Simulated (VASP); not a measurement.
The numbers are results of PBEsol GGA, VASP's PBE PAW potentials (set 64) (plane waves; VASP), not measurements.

Input for VASP

INCAR:
```
SYSTEM = NiSb
PREC = Accurate
ENCUT = 400
EDIFF = 1E-7
NELM = 100
ALGO = Normal
LREAL = .FALSE.
LASPH = .TRUE.
ISMEAR = -5
GGA = PS
LMAXMIX = 4
LWAVE = .FALSE.
LCHARG = .TRUE.
LORBIT = 11
NEDOS = 601
ISIF = 2
LEFG = .TRUE.
```

File POSCAR:
```
NiSb
3.3015010
  0.9999999321   0.0000000000   0.0000000000
 -0.4999999660   0.8660253132   0.0000000000
  0.0000000000   0.0000000000   2.4639812073
Ni Sb
2 2
Cart
 -0.0000005000   0.5773504975   0.0856314350
  0.5000004661   0.2886748157   1.3176220386
 -0.0000005000   0.5773504975   0.8383615178
  0.5000004661   0.2886748157   2.0703521214
```

**KPOINTS**
```
Automatic mesh
0
Gamma
12 12 5
0 0 0
```

POTCAR, in this order: Ni Sb (PBE.64 set). Program: vasp_std.

Output of the run:

File OUTCAR:
```
 ion  position               nearest neighbor table
   1  0.333  0.667  0.035-   4 2.48   4 2.48   4 2.48   3 2.49
   2  0.667  0.333  0.535-   3 2.48   3 2.48   3 2.48   4 2.49
   3  0.333  0.667  0.340-   2 2.48   2 2.48   2 2.48   1 2.49
   4  0.667  0.333  0.840-   1 2.48   1 2.48   1 2.48   2 2.49
  LATTYP: Found a hexagonal cell.
 ALAT       =     3.3015007759
 C/A-ratio  =     2.4639813746
 Subroutine PRICEL returns:
 Original cell was already a primitive cell.
 Subroutine GETGRP returns: Found 12 space group operations
The static configuration has the point symmetry C_3v.
 The point group associated with its full space group is C_6v.
The dynamic configuration has the point symmetry C_3v.
 Subroutine INISYM returns: Found 12 space group operations
 Subroutine IBZKPT returns following result:
 Found     57 irreducible k-points:

 Following reciprocal coordinates:
            Coordinates               Weight
  0.000000  0.000000  0.000000      1.000000
  0.083333 -0.000000  0.000000      6.000000
  0.166667 -0.000000  0.000000      6.000000
  0.250000  0.000000  0.000000      6.000000
  0.333333 -0.000000  0.000000      6.000000
  0.416667  0.000000  0.000000      6.000000
  0.500000  0.000000  0.000000      3.000000
  0.083333  0.083333  0.000000      6.000000
  0.166667  0.083333  0.000000     12.000000
  0.250000  0.083333  0.000000     12.000000
  0.333333  0.083333  0.000000     12.000000
  0.416667  0.083333  0.000000     12.000000
  0.166667  0.166667  0.000000      6.000000
  0.250000  0.166667  0.000000     12.000000
  0.333333  0.166667  0.000000     12.000000
  0.416667  0.166667  0.000000      6.000000
  0.250000  0.250000  0.000000      6.000000
  0.333333  0.250000  0.000000     12.000000
  0.333333  0.333333  0.000000      2.000000
  0.000000  0.000000  0.200000      2.000000
...
```

File OSZICAR:
```
       N       E                     dE             d eps       ncg     rms          rms(c)
DAV:   1     0.147053640685E+03    0.14705E+03   -0.10758E+04  2166   0.131E+03
DAV:   2    -0.137438364426E+02   -0.16080E+03   -0.15647E+03  2181   0.292E+02
DAV:   3    -0.224146256103E+02   -0.86708E+01   -0.82687E+01  2571   0.790E+01
DAV:   4    -0.226755800654E+02   -0.26095E+00   -0.25951E+00  2431   0.136E+01
DAV:   5    -0.226827134103E+02   -0.71333E-02   -0.71360E-02  2544   0.234E+00    0.138E+01
DAV:   6    -0.265285134551E+02   -0.38458E+01   -0.47854E+01  2382   0.124E+02    0.206E+01
DAV:   7    -0.209434000424E+02    0.55851E+01   -0.16290E+01  2346   0.839E+01    0.440E+00
DAV:   8    -0.209888645963E+02   -0.45465E-01   -0.22466E+00  2963   0.155E+01    0.281E+00
DAV:   9    -0.209200720007E+02    0.68793E-01   -0.30290E-01  2446   0.924E+00    0.575E-01
DAV:  10    -0.209204773277E+02   -0.40533E-03   -0.10853E-02  2555   0.124E+00    0.366E-01
DAV:  11    -0.209196166113E+02    0.86072E-03   -0.13429E-03  2409   0.289E-01    0.744E-02
DAV:  12    -0.209195880296E+02    0.28582E-04   -0.34758E-04  2923   0.265E-01    0.320E-02
DAV:  13    -0.209195848652E+02    0.31643E-05   -0.20775E-05  2518   0.483E-02    0.206E-02
DAV:  14    -0.209195840927E+02    0.77253E-06   -0.88418E-06  3177   0.356E-02    0.516E-03
DAV:  15    -0.209195839147E+02    0.17804E-06   -0.97524E-07  2261   0.787E-03    0.225E-03
DAV:  16    -0.209195839222E+02   -0.75083E-08   -0.33599E-08  1152   0.247E-03
   1 F= -.20919584E+02 E0= -.20919584E+02  d E =0.000000E+00
```

OUTCAR:
```
------------------------ aborting loop because EDIFF is reached ----------------------------------------
  FORCE on cell =-STRESS in cart. coord.  units (eV):
  Direction    XX          YY          ZZ          XY          YZ          ZX
  --------------------------------------------------------------------------------------
  Total        0.0097526      0.0097526     -0.0891720      0.0000000      0.0000000      0.0000000
  in kB        0.2034839      0.2034839     -1.8605304      0.0000000      0.0000000      0.0000000
  external PRESSURE =      -0.4845209 kB  Pullay stress =       0.0000000 kB
  volume of cell :       76.79
      direct lattice vectors                 reciprocal lattice vectors
     3.301500776  0.000000000  0.000000000     0.302892553  0.174875104  0.000000000
    -1.650750388  2.859183438  0.000000000     0.000000000  0.349750207  0.000000000
     0.000000000  0.000000000  8.134836420     0.000000000  0.000000000  0.122928102
 POSITION                                       TOTAL-FORCE (eV/Angst)
 -----------------------------------------------------------------------------------
     -0.00000      1.90612      0.28271        -0.000000      0.000000     -0.039516
      1.65075      0.95306      4.35013         0.000000     -0.000000     -0.039516
     -0.00000      1.90612      2.76785         0.000000      0.000000      0.039516
      1.65075      0.95306      6.83527        -0.000000      0.000000      0.039516
 -----------------------------------------------------------------------------------
    total drift:                               -0.000417      0.000242     -0.001761
  FREE ENERGIE OF THE ION-ELECTRON SYSTEM (eV)
  ---------------------------------------------------
  free  energy   TOTEN  =       -20.9195839222 eV

  energy  without entropy=      -20.9195839222  energy(sigma->0) =      -20.91958392

 total charge

# of ion       s       p       d       tot
------------------------------------------
    1        0.447   0.404   8.452   9.303
    2        0.447   0.404   8.452   9.303
    3        1.162   1.240   0.074   2.475
    4        1.162   1.240   0.074   2.475
--------------------------------------------------
tot          3.218   3.287  17.052  23.557

 Electric field gradients after diagonalization (V/A^2)
 (convention: |V_zz| > |V_xx| > |V_yy|)
----------------------------------------------------------------------
 ion       V_xx      V_yy      V_zz     asymmetry (V_yy - V_xx)/ V_zz
----------------------------------------------------------------------
   1      17.138    17.131   -34.269       0.000
   2      17.138    17.131   -34.269       0.000
   3     167.411   167.411  -334.823       0.000
   4     167.411   167.411  -334.823       0.000
```
(Selected blocks of OUTCAR.)

For a metal the tetrahedron method with Blöchl corrections gives inexact stress and forces.

The structure was generated: NiSb was put into the wurtzite type (P6_3mc), which need not be its known phase. It was relaxed first, which changed the volume by -31 %. The run is not spin-polarised, so no magnetic state was tried.
